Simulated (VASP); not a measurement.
Calculation: PBE GGA, VASP's PBE PAW potentials (set 64) (plane waves; VASP).

Input for VASP

**KPOINTS**
```
Automatic mesh
0
Gamma
15 15 9
0 0 0
```

**POSCAR**
```
Os
1.0
  1.3461969433  -2.3316810747   0.0000000000
  1.3461969433   2.3316810747   0.0000000000
  0.0000000000   0.0000000000   4.2656759830
Os
2
Cart
  1.3461969433   0.7772285794   1.0664189958
  1.3461969433  -0.7772285794   3.1992569873
```

**INCAR**
```
! general
SYSTEM   =  Os
PREC     =  Accurate
ENCUT    =  500
LREAL    =  .False.
LASPH    =  .True.

! electronic loop
EDIFF    =  1E-6
NELM     =  100
ALGO     =  Normal
LMAXMIX  =  6

! smearing
ISMEAR   =  1
SIGMA    =  0.1

! functional
GGA      =  PE

! ions
IBRION   =  2
NSW      =  40
ISIF     =  3
EDIFFG   =  -0.02
PSTRESS  =  450

! output
LWAVE    =  .False.
LCHARG   =  .False.
```

POTCAR, in this order: Os (PBE.64 set). Program: vasp_std.

What VASP printed:

OUTCAR:
```
 ion  position               nearest neighbor table
   1  0.333  0.667  0.250-   2 2.64   2 2.64   2 2.64   2 2.64   2 2.64   2 2.64
   2  0.667  0.333  0.750-   1 2.64   1 2.64   1 2.64   1 2.64   1 2.64   1 2.64
  LATTYP: Found a hexagonal cell.
 ALAT       =     2.6923935159
 C/A-ratio  =     1.5843434319
 Subroutine PRICEL returns:
 Original cell was already a primitive cell.
 Subroutine GETGRP returns: Found 24 space group operations
The static configuration has the point symmetry D_3d.
 The point group associated with its full space group is D_6h.
The dynamic configuration has the point symmetry D_3d.
 Subroutine INISYM returns: Found 24 space group operations
 Subroutine IBZKPT returns following result:
 Found    135 irreducible k-points:

 Following reciprocal coordinates:
            Coordinates               Weight
  0.000000  0.000000  0.000000      1.000000
  0.066667  0.000000  0.000000      6.000000
  0.133333  0.000000  0.000000      6.000000
  0.200000  0.000000  0.000000      6.000000
  0.266667  0.000000  0.000000      6.000000
  0.333333 -0.000000  0.000000      6.000000
  0.400000  0.000000  0.000000      6.000000
...
```

### OSZICAR
```
       N       E                     dE             d eps       ncg     rms          rms(c)
DAV:   1     0.107049321495E+03    0.10705E+03   -0.75106E+03  3240   0.124E+03
DAV:   2    -0.164414623696E+02   -0.12349E+03   -0.11137E+03  3408   0.403E+02
DAV:   3    -0.235053673080E+02   -0.70639E+01   -0.64458E+01  4004   0.787E+01
DAV:   4    -0.236824497741E+02   -0.17708E+00   -0.17555E+00  3484   0.127E+01
DAV:   5    -0.236843938909E+02   -0.19441E-02   -0.19432E-02  3752   0.106E+00    0.259E+01
DAV:   6    -0.226844428166E+02    0.99995E+00   -0.94569E-01  3480   0.898E+00    0.125E+01
DAV:   7    -0.223544694382E+02    0.32997E+00   -0.78085E-01  3640   0.802E+00    0.534E-01
DAV:   8    -0.223481375712E+02    0.63319E-02   -0.85277E-03  3308   0.809E-01    0.279E-01
DAV:   9    -0.223469276248E+02    0.12099E-02   -0.11538E-03  3544   0.412E-01    0.441E-02
DAV:  10    -0.223469518574E+02   -0.24233E-04   -0.36078E-05  3680   0.544E-02    0.128E-02
DAV:  11    -0.223469285156E+02    0.23342E-04   -0.48295E-06  3332   0.280E-02    0.102E-03
DAV:  12    -0.223469277901E+02    0.72542E-06   -0.93965E-08  1716   0.383E-03
   1 F= -.14825548E+02 E0= -.14825806E+02  d E =-.148255E+02
       N       E                     dE             d eps       ncg     rms          rms(c)
DAV:   1    -0.210531566280E+02    0.12938E+01   -0.48383E+01  3240   0.669E+01    0.259E+01
DAV:   2    -0.199588647652E+02    0.10943E+01   -0.10154E+00  3520   0.130E+01    0.106E+01
DAV:   3    -0.196411605445E+02    0.31770E+00   -0.67717E-01  3896   0.918E+00    0.825E-01
DAV:   4    -0.196479008413E+02   -0.67403E-02   -0.14139E-02  3324   0.110E+00    0.339E-01
DAV:   5    -0.196498669309E+02   -0.19661E-02   -0.22576E-03  3968   0.508E-01    0.122E-01
DAV:   6    -0.196501511364E+02   -0.28421E-03   -0.17746E-04  3300   0.165E-01    0.331E-02
DAV:   7    -0.196501733744E+02   -0.22238E-04   -0.25162E-05  3880   0.680E-02    0.271E-03
DAV:   8    -0.196501738830E+02   -0.50857E-06   -0.10545E-06  2044   0.102E-02
   2 F= -.13401302E+02 E0= -.13401445E+02  d E =0.142425E+01
       N       E                     dE             d eps       ncg     rms          rms(c)
DAV:   1    -0.232948217465E+02   -0.36446E+01   -0.34503E+01  3240   0.508E+01    0.192E+01
DAV:   2    -0.224024500681E+02    0.89237E+00   -0.87033E-01  3336   0.997E+00    0.929E+00
DAV:   3    -0.221995356080E+02    0.20291E+00   -0.65407E-01  3944   0.822E+00    0.539E-01
DAV:   4    -0.222031273761E+02   -0.35918E-02   -0.17177E-02  3248   0.104E+00    0.446E-01
DAV:   5    -0.222041201304E+02   -0.99275E-03   -0.82125E-04  3704   0.229E-01    0.138E-01
DAV:   6    -0.222042644385E+02   -0.14431E-03   -0.19652E-04  3684   0.152E-01    0.303E-02
DAV:   7    -0.222042707413E+02   -0.63028E-05   -0.85657E-06  3356   0.305E-02    0.509E-03
DAV:   8    -0.222042707562E+02   -0.14957E-07   -0.20160E-07  1684   0.515E-03
   3 F= -.14857490E+02 E0= -.14857718E+02  d E =-.319428E-01
       N       E                     dE             d eps       ncg     rms          rms(c)
DAV:   1    -0.221924080943E+02    0.11863E-01   -0.39676E-03  3240   0.549E-01    0.185E-01
DAV:   2    -0.221923064821E+02    0.10161E-03   -0.10820E-04  3372   0.114E-01    0.841E-02
DAV:   3    -0.221922854965E+02    0.20986E-04   -0.79508E-05  3928   0.921E-02    0.920E-03
DAV:   4    -0.221922860385E+02   -0.54192E-06   -0.13460E-06  2000   0.953E-03
   4 F= -.14857700E+02 E0= -.14857926E+02  d E =-.321528E-01
       N       E                     dE             d eps       ncg     rms          rms(c)
DAV:   1    -0.221886016924E+02    0.36838E-02   -0.37021E-04  3240   0.168E-01    0.559E-02
DAV:   2    -0.221885927261E+02    0.89663E-05   -0.10481E-05  3364   0.361E-02    0.250E-02
DAV:   3    -0.221885917571E+02    0.96905E-06   -0.74524E-06  3264   0.285E-02
   5 F= -.14857710E+02 E0= -.14857935E+02  d E =-.321625E-01
       N       E                     dE             d eps       ncg     rms          rms(c)
DAV:   1    -0.221881245809E+02    0.46815E-03   -0.19980E-02  3296   0.125E+00    0.741E-02
DAV:   2    -0.221879484138E+02    0.17617E-03   -0.22837E-04  3900   0.203E-01    0.389E-02
DAV:   3    -0.221878921685E+02    0.56245E-04   -0.10431E-04  3596   0.900E-02    0.772E-03
DAV:   4    -0.221878925731E+02   -0.40458E-06   -0.68537E-06  3228   0.348E-02
   6 F= -.14857643E+02 E0= -.14857815E+02  d E =0.671592E-04
       N       E                     dE             d eps       ncg     rms          rms(c)
DAV:   1    -0.221884863006E+02   -0.59413E-03   -0.78154E-03  3296   0.784E-01    0.466E-02
DAV:   2    -0.221884179202E+02    0.68380E-04   -0.89378E-05  3900   0.127E-01    0.245E-02
DAV:   3    -0.221883951290E+02    0.22791E-04   -0.40977E-05  3592   0.565E-02    0.476E-03
DAV:   4    -0.221883952597E+02   -0.13070E-06   -0.26411E-06  2596   0.217E-02
   7 F= -.14857747E+02 E0= -.14857954E+02  d E =-.372788E-04
```

OUTCAR:
```
------------------------ aborting loop because EDIFF is reached ----------------------------------------
  FORCE on cell =-STRESS in cart. coord.  units (eV):
  Direction    XX          YY          ZZ          XY          YZ          ZX
  --------------------------------------------------------------------------------------
  Total        7.3422087      7.3422056      7.3407197      0.0000000      0.0000000      0.0000000
  in kB      450.7096806    450.7094905    450.6182782      0.0000000      0.0000000      0.0000000
  external PRESSURE =       0.6791498 kB  Pullay stress =     450.0000000 kB
  volume of cell :       26.10
      direct lattice vectors                 reciprocal lattice vectors
     1.334312430 -2.311096435  0.000000000     0.374724831 -0.216347528 -0.000000000
     1.334312430  2.311096435  0.000000000     0.374724831  0.216347528  0.000000000
     0.000000000 -0.000000000  4.231894445     0.000000000  0.000000000  0.236300790
 POSITION                                       TOTAL-FORCE (eV/Angst)
 -----------------------------------------------------------------------------------
      1.33431      0.77037      1.05797         0.000000     -0.000000      0.000000
      1.33431     -0.77037      3.17392        -0.000000      0.000000      0.000000
 -----------------------------------------------------------------------------------
    total drift:                               -0.000000      0.000013     -0.000020
  FREE ENERGIE OF THE ION-ELECTRON SYSTEM (eV)
  ---------------------------------------------------
  free  energy   TOTEN  =       -22.1883952597 eV

  energy  without entropy=      -22.1890143351  energy(sigma->0) =      -22.18860162
  enthalpy is  TOTEN    =       -14.8577474801 eV   P V=        7.3306477797

 reached required accuracy - stopping structural energy minimisation
```
(Selected blocks of OUTCAR.)

File CONTCAR:
```
Os
   1.00000000000000
     1.3343124302239446   -2.3110964349266898    0.0000000000000000
     1.3343124302239446    2.3110964349266898    0.0000000000000000
     0.0000000000000000   -0.0000000000000000    4.2318944448404361
  Os
     2
Direct
     0.3333330000000032    0.6666669999999968    0.2500000000000000
     0.6666669999999968    0.3333330000000032    0.7500000000000000
```

**OUTCAR**
```
 val. band max:       10.5669290514   @ k =   0.0000   0.0000   0.0000

 cond. band min:      10.6086077693   @ k =   0.2000   0.0667   0.3333


 Fermi energy:        10.5686528565

 k-point     1 :       0.0000    0.0000    0.0000
  band No.  band energies     occupation
      1      -1.0260      2.00000
      2       2.0708      2.00000
      3       7.1706      2.00000
      4       7.1706      2.00000
      5       7.4118      2.00000
      6       8.1045      2.00000
      7       8.1045      2.00000
      8       8.8756      2.00000
      9       8.8756      2.00000
     10      10.5669      1.02917
     11      12.4385     -0.00000
     12      12.4385     -0.00000

 k-point     2 :       0.0667    0.0000    0.0000
  band No.  band energies     occupation
      1      -0.8301      2.00000
      2       2.2466      2.00000
      3       6.7541      2.00000
      4       7.3464      2.00000
      5       7.7696      2.00000
      6       7.9853      2.00000
      7       8.2696      2.00000
      8       8.6132      2.00000
      9       8.7302      2.00000
     10       9.7521      2.00000
     11      12.5423     -0.00000
     12      13.5544      0.00000

 k-point     3 :       0.1333    0.0000    0.0000
  band No.  band energies     occupation
      1      -0.2683      2.00000
      2       2.7180      2.00000
      3       6.1908      2.00000
      4       7.6173      2.00000
      5       7.6333      2.00000
      6       7.8643      2.00000
      7       8.3219      2.00000
      8       8.3644      2.00000
      9       8.7542      2.00000
     10       9.0709      2.00000
     11      12.7880      0.00000
     12      15.3665      0.00000

 k-point     4 :       0.2000    0.0000    0.0000
  band No.  band energies     occupation
      1       0.5725      2.00000
      2       3.2574      2.00000
      3       5.7696      2.00000
      4       6.3667      2.00000
      5       7.2937      2.00000
      6       7.9074      2.00000
...
```

Energy and stress use the plane-wave basis of the starting cell. Unless said otherwise, spin-orbit coupling is left out, though it shifts the bands of the heavy elements here.

The compound is Os in the hcp structure. This run relaxes it under an external pressure of 45 GPa. Symmetry was kept, so distortions that lower it aren't found.
